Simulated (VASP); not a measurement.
An input for Quantum ESPRESSO's pw.x (written as the equivalent of a VASP run, and not itself run):

```
&CONTROL
  calculation = 'scf'
  pseudo_dir = './pseudo'
  outdir = './out'
  tprnfor = .true.
  tstress = .true.
/
&SYSTEM
  ibrav = 0
  nat = 2
  ntyp = 2
  ecutwfc = 84
  occupations = 'smearing'
  smearing = 'methfessel-paxton'
  degauss = 0.00735
  input_dft = 'pw91'
/
&ELECTRONS
  conv_thr = 7.3e-09
  electron_maxstep = 100
/
ATOMIC_SPECIES
  Ti 47.867 Ti.upf
  N 14.007 N.upf
CELL_PARAMETERS angstrom
     0.0000000    2.1456666    2.1456666
     2.1456666    0.0000000    2.1456666
     2.1456666    2.1456666    0.0000000
ATOMIC_POSITIONS crystal
  Ti   0.0000000  0.0000000  0.0000000
  N    0.5000000  0.5000000  0.5000000
K_POINTS automatic
  15 15 15 0 0 0
```

**Question.** Translate this input to VASP (INCAR, KPOINTS, POSCAR, choice of POTCAR).

**Answer.** One answer among several that fit: 
**INCAR**
```
! general
SYSTEM  = TiN
PREC    = Accurate
ENCUT   = 520   ! plane-wave cut-off (eV)
LREAL   = .FALSE.
LASPH   = .TRUE.   ! aspherical one-centre terms

! electronic loop
EDIFF   = 1E-7   ! SCF stop (eV)
NELM    = 100
ALGO    = Normal   ! blocked Davidson
LMAXMIX = 4   ! l cut-off of mixed one-centre charges

! smearing
ISMEAR  = 1   ! Methfessel-Paxton
SIGMA   = 0.1

! functional
GGA     = 91

! ions
ISIF    = 2

! output
LWAVE   = .FALSE.
LCHARG  = .FALSE.
```

File KPOINTS:
```
Automatic mesh
0
gamma
15 15 15
0 0 0
```

**POSCAR**
```
TiN
3.0344310
  0.0000000000   0.7071067329   0.7071067329
  0.7071067329   0.0000000000   0.7071067329
  0.7071067329   0.7071067329   0.0000000000
Ti N
1 1
Cartesian
  0.0000000000   0.0000000000   0.0000000000
  0.7071067329   0.7071067329   0.7071067329
```

POTCAR, in this order: Ti_sv N (PBE.64 set). Program: vasp_std.

The two are equivalent in intent, not identical: the potentials are each code's own (VASP's PAW set, PseudoDojo norm-conserving files in pw.x), so ENCUT and ecutwfc are chosen apart and not converted; conv_thr bounds pw.x's estimated SCF error, while EDIFF bounds the energy change between steps.

The compound is TiN in the rock salt structure. This cell is one point of a volume scan, at 1.03 of the reference volume.
